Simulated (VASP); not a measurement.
Output of a VASP run:

File OSZICAR:
```
       N       E                     dE             d eps       ncg     rms          rms(c)
DAV:   1     0.103090422749E+04    0.10309E+04   -0.40221E+04  3018   0.191E+03
DAV:   2     0.350682051372E+02   -0.99584E+03   -0.97511E+03  3010   0.640E+02
DAV:   3    -0.940299836616E+02   -0.12910E+03   -0.12551E+03  4757   0.191E+02
DAV:   4    -0.102129517715E+03   -0.80995E+01   -0.79725E+01  4228   0.453E+01
DAV:   5    -0.102479245122E+03   -0.34973E+00   -0.34716E+00  5182   0.878E+00    0.532E+01
DAV:   6    -0.913455778878E+02    0.11134E+02   -0.26666E+02  3927   0.855E+01    0.271E+01
DAV:   7    -0.842241707751E+02    0.71214E+01   -0.12369E+02  4200   0.633E+01    0.203E+01
DAV:   8    -0.835115406464E+02    0.71263E+00   -0.11449E+01  4246   0.176E+01    0.973E+00
DAV:   9    -0.832993593918E+02    0.21218E+00   -0.28023E+00  4401   0.899E+00    0.179E+00
DAV:  10    -0.832808799176E+02    0.18479E-01   -0.45910E-01  4125   0.423E+00    0.886E-01
DAV:  11    -0.832785097194E+02    0.23702E-02   -0.26234E-02  4561   0.975E-01    0.264E-01
DAV:  12    -0.832781319832E+02    0.37774E-03   -0.71299E-03  4386   0.396E-01    0.567E-02
DAV:  13    -0.832781134570E+02    0.18526E-04   -0.24470E-04  3889   0.101E-01    0.419E-02
DAV:  14    -0.832780963614E+02    0.17096E-04   -0.76787E-05  4419   0.474E-02    0.220E-02
DAV:  15    -0.832780893814E+02    0.69799E-05   -0.58600E-05  4118   0.369E-02    0.741E-03
DAV:  16    -0.832780896708E+02   -0.28935E-06   -0.60929E-06  3120   0.169E-02
   1 F= -.83278090E+02 E0= -.83276963E+02  d E =-.832781E+02
```

File OUTCAR:
```
------------------------ aborting loop because EDIFF is reached ----------------------------------------
  FORCE on cell =-STRESS in cart. coord.  units (eV):
  Direction    XX          YY          ZZ          XY          YZ          ZX
  --------------------------------------------------------------------------------------
  Total       -0.0213884     -0.0213884     -0.0213884     -0.0000000      0.0000000     -0.0000000
  in kB       -0.4720151     -0.4720151     -0.4720151     -0.0000000      0.0000000     -0.0000000
  external PRESSURE =      -0.4720151 kB  Pullay stress =       0.0000000 kB
  volume of cell :       72.60
      direct lattice vectors                 reciprocal lattice vectors
     4.171676919  0.000000000  0.000000000     0.239711756  0.000000000  0.000000000
     0.000000000  4.171676919  0.000000000     0.000000000  0.239711756  0.000000000
     0.000000000  0.000000000  4.171676919     0.000000000  0.000000000  0.239711756
 POSITION                                       TOTAL-FORCE (eV/Angst)
 -----------------------------------------------------------------------------------
      0.00000      0.00000      0.00000         0.000000      0.000000      0.000000
      2.08584      2.08584      0.00000         0.000000      0.000000      0.000000
      2.08584      0.00000      2.08584         0.000000      0.000000      0.000000
      2.08584      2.08584      2.08584         0.000000      0.000000      0.000000
      0.00000      0.00000      2.08584         0.000000      0.000000      0.000000
      0.00000      2.08584      0.00000         0.000000      0.000000      0.000000
      2.08584      0.00000      0.00000         0.000000      0.000000      0.000000
      0.00000      2.08584      2.08584         0.000000      0.000000      0.000000
 -----------------------------------------------------------------------------------
    total drift:                                0.000000     -0.000000     -0.000000
  FREE ENERGIE OF THE ION-ELECTRON SYSTEM (eV)
  ---------------------------------------------------
  free  energy   TOTEN  =       -83.2780896708 eV

  energy  without entropy=      -83.2747083745  energy(sigma->0) =      -83.27696257

 reached required accuracy - stopping structural energy minimisation
```
(Selected blocks of OUTCAR.)

POSCAR:
```
NbV3N4
1
    4.1716769191     0.0000000000     0.0000000000
    0.0000000000     4.1716769191     0.0000000000
    0.0000000000     0.0000000000     4.1716769191
V N Nb
3 4 1
Direct
  0.0000000000   0.0000000000   0.0000000000
  0.5000000000   0.5000000000   0.0000000000
  0.5000000000   0.0000000000   0.5000000000
  0.5000000000   0.5000000000   0.5000000000
  0.0000000000   0.0000000000   0.5000000000
  0.0000000000   0.5000000000   0.0000000000
  0.5000000000   0.0000000000   0.0000000000
  0.0000000000   0.5000000000   0.5000000000
```

Problem. Reconstruct the remaining input files.

Solution. This is not unique; one that fits is the input of the run itself, PBEsol GGA, plane waves, VASP's PBE PAW potentials (set 64).

### INCAR
```
SYSTEM=NbV3N4
PREC=Accurate; ENCUT=520; LREAL=.False.
LASPH=.True.
EDIFF=1E-6; NELM=100; ALGO=Normal
LMAXMIX=4
ISMEAR=1; SIGMA=0.1
GGA=PS
IBRION=2; NSW=60; ISIF=3
EDIFFG=-0.01
LWAVE=.False.; LCHARG=.False.
```

### KPOINTS
```
Automatic mesh
0
Gamma
8 8 8
0 0 0
```

POTCAR, in this order: V_sv N Nb_sv (PBE.64 set). Program: vasp_std.

The structure was generated: NbV3N4 was put into an ordered model structure (Pm-3m), which need not be its known phase. It was relaxed first. The start is the result of an earlier pass. The run is not spin-polarised, so no magnetic state was tried.
